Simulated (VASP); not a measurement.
Sb2Te3O2:

```
CELL_PARAMETERS angstrom
4.00000 0.00000 0.00000
0.00000 4.00000 0.00000
0.00000 0.00000 10.85000
ATOMIC_POSITIONS crystal
Sb 0.50000 0.00000 0.88500
Sb 0.00000 0.50000 0.11500
Te 0.50000 0.00000 0.30400
Te 0.00000 0.00000 0.50000
Te 0.00000 0.50000 0.69600
O 0.00000 0.00000 0.00000
O 0.50000 0.50000 0.00000
```

The cell was built by a generator and needn't be a form met in nature.

* Program: VASP 6.6.1
* Task: relaxation of cell and atoms
* Functional: PBE
* Potentials or basis: VASP PAW PBE potentials, release 64 (Sb, Te, O)
* Cutoff: 520 eV
* k mesh: 4 × 4 × 2
* Occupations: gaussian, width 0.15 eV
* Spin: no spin polarisation

At the start: pressure -1.3 GPa; volume 24.80 Å³/atom.

Q: How do energy, volume and symmetry change on relaxing?

A: Over 11 steps the energy falls by 69.7 meV/atom and the volume is 23.65 Å³/atom (-4.6 %); space group P-4m2 (No. 115, to 0.05 Å).

Step by step:
| step | energy change (eV) | largest force (eV/Å) | pressure (GPa) | volume (Å³) |
| --- | --- | --- | --- | --- |
| 1 | 0.0000 | 1.2334 | -1.26 | 173.60 |
| 2 | -0.2160 | 0.9932 | 0.33 | 168.74 |
| 3 | -0.2967 | 0.9397 | 3.27 | 162.18 |
| 4 | -0.3965 | 0.9156 | 2.31 | 163.56 |
| 5 | -0.4369 | 0.8877 | 1.47 | 164.86 |
| 6 | -0.4391 | 0.8752 | 1.33 | 165.22 |
| 7 | -0.4726 | 0.4442 | 0.14 | 167.06 |
| 8 | -0.4770 | 0.0865 | -0.84 | 168.69 |
| 9 | -0.4781 | 0.1955 | -0.69 | 168.23 |
| 10 | -0.4838 | 0.1201 | -0.48 | 167.31 |
| 11 | -0.4881 | 0.0379 | -0.04 | 165.55 |

Final structure:
```cif
data_structure
_symmetry_space_group_name_H-M 'P 1'
_symmetry_Int_Tables_number 1
_cell_length_a 3.8260
_cell_length_b 3.8260
_cell_length_c 11.3096
_cell_angle_alpha 90.000
_cell_angle_beta 90.000
_cell_angle_gamma 90.000
_cell_volume 165.55
loop_
_atom_site_label
_atom_site_type_symbol
_atom_site_fract_x
_atom_site_fract_y
_atom_site_fract_z
_atom_site_occupancy
Sb1 Sb 0.50000 0.00000 0.88924 1
Sb2 Sb 0.00000 0.50000 0.11076 1
Te1 Te 0.50000 0.00000 0.28334 1
Te2 Te 0.00000 0.00000 0.50000 1
Te3 Te 0.00000 0.50000 0.71666 1
O1 O 0.00000 0.00000 0.00000 1
O2 O 0.50000 0.50000 0.00000 1
```

Caveat: the k mesh is coarse (spacing up to 0.39 Å⁻¹), so the values aren't converged.
